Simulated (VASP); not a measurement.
A convergence study with VASP on Bi (a7): one setting is varied, all else stays as given below, so the limit is that of these other settings.

```
CELL_PARAMETERS angstrom
      4.16582    -2.27500     0.00000
      4.16582     2.27500     0.00000
      2.92342     0.00000     3.73943
ATOMIC_POSITIONS crystal
  Bi 0.23400 0.23400 0.23400
  Bi 0.76600 0.76600 0.76600
```

All values below come from PBE GGA, VASP's PBE PAW potentials (set 64) (plane waves; VASP). The tightest run used: 550 eV cut-off, 19×19×19 Γ-centred mesh, tetrahedra with Blöchl corrections, potentials Bi_d.

**Question.** The settings run are 3×3×3 mesh; 4×4×4 mesh; 5×5×5 mesh; 6×6×6 mesh; 7×7×7 mesh; 8×8×8 mesh; 9×9×9 mesh; 10×10×10 mesh; 11×11×11 mesh; 12×12×12 mesh; 13×13×13 mesh; 14×14×14 mesh; 15×15×15 mesh; 16×16×16 mesh; 17×17×17 mesh; 18×18×18 mesh; 19×19×19 mesh. From which on does the stress (every component) stay within 0.5 GPa of the tightest run?

**Answer.** From 6×6×6 mesh on: it is off by 0.05 there and by no more than 0.5 in any finer run, while 5×5×5 mesh is off by 0.71.
```json
[
 {"setting": "3×3×3 mesh", "E (eV/atom)": "-3.9569", "pressure (GPa)": "1.28", "largest force (eV/Å)": "0.022", "irreducible k-points": "6", "difference judged (GPa)": "1.35"},
 {"setting": "4×4×4 mesh", "E (eV/atom)": "-3.9067", "pressure (GPa)": "1.45", "largest force (eV/Å)": "0.065", "irreducible k-points": "13", "difference judged (GPa)": "0.35"},
 {"setting": "5×5×5 mesh", "E (eV/atom)": "-3.9020", "pressure (GPa)": "1.36", "largest force (eV/Å)": "0.035", "irreducible k-points": "19", "difference judged (GPa)": "0.71"},
 {"setting": "6×6×6 mesh", "E (eV/atom)": "-3.8895", "pressure (GPa)": "1.61", "largest force (eV/Å)": "0.074", "irreducible k-points": "32", "difference judged (GPa)": "0.05"},
 {"setting": "7×7×7 mesh", "E (eV/atom)": "-3.8913", "pressure (GPa)": "1.50", "largest force (eV/Å)": "0.155", "irreducible k-points": "44", "difference judged (GPa)": "0.33"},
 {"setting": "8×8×8 mesh", "E (eV/atom)": "-3.8834", "pressure (GPa)": "1.60", "largest force (eV/Å)": "0.138", "irreducible k-points": "65", "difference judged (GPa)": "0.11"},
 {"setting": "9×9×9 mesh", "E (eV/atom)": "-3.8837", "pressure (GPa)": "1.60", "largest force (eV/Å)": "0.167", "irreducible k-points": "85", "difference judged (GPa)": "0.10"},
 {"setting": "10×10×10 mesh", "E (eV/atom)": "-3.8813", "pressure (GPa)": "1.60", "largest force (eV/Å)": "0.172", "irreducible k-points": "116", "difference judged (GPa)": "0.10"},
 {"setting": "11×11×11 mesh", "E (eV/atom)": "-3.8806", "pressure (GPa)": "1.62", "largest force (eV/Å)": "0.176", "irreducible k-points": "146", "difference judged (GPa)": "0.06"},
 {"setting": "12×12×12 mesh", "E (eV/atom)": "-3.8796", "pressure (GPa)": "1.63", "largest force (eV/Å)": "0.180", "irreducible k-points": "189", "difference judged (GPa)": "0.04"},
 {"setting": "13×13×13 mesh", "E (eV/atom)": "-3.8792", "pressure (GPa)": "1.63", "largest force (eV/Å)": "0.182", "irreducible k-points": "231", "difference judged (GPa)": "0.04"},
 {"setting": "14×14×14 mesh", "E (eV/atom)": "-3.8787", "pressure (GPa)": "1.64", "largest force (eV/Å)": "0.182", "irreducible k-points": "288", "difference judged (GPa)": "0.01"},
 {"setting": "15×15×15 mesh", "E (eV/atom)": "-3.8785", "pressure (GPa)": "1.64", "largest force (eV/Å)": "0.183", "irreducible k-points": "344", "difference judged (GPa)": "0.01"},
 {"setting": "16×16×16 mesh", "E (eV/atom)": "-3.8782", "pressure (GPa)": "1.64", "largest force (eV/Å)": "0.182", "irreducible k-points": "417", "difference judged (GPa)": "0.00"},
 {"setting": "17×17×17 mesh", "E (eV/atom)": "-3.8781", "pressure (GPa)": "1.64", "largest force (eV/Å)": "0.181", "irreducible k-points": "489", "difference judged (GPa)": "0.00"},
 {"setting": "18×18×18 mesh", "E (eV/atom)": "-3.8780", "pressure (GPa)": "1.65", "largest force (eV/Å)": "0.180", "irreducible k-points": "580", "difference judged (GPa)": "0.00"},
 {"setting": "19×19×19 mesh", "E (eV/atom)": "-3.8780", "pressure (GPa)": "1.64", "largest force (eV/Å)": "0.178", "irreducible k-points": "670", "difference judged (GPa)": "0.00"}
]
```

Left out are rungs that failed or repeat a setting and relaxations that didn't move; long series are thinned to 24 rows.

The compound is Bi in the a7 structure. The cell was not relaxed at this level.
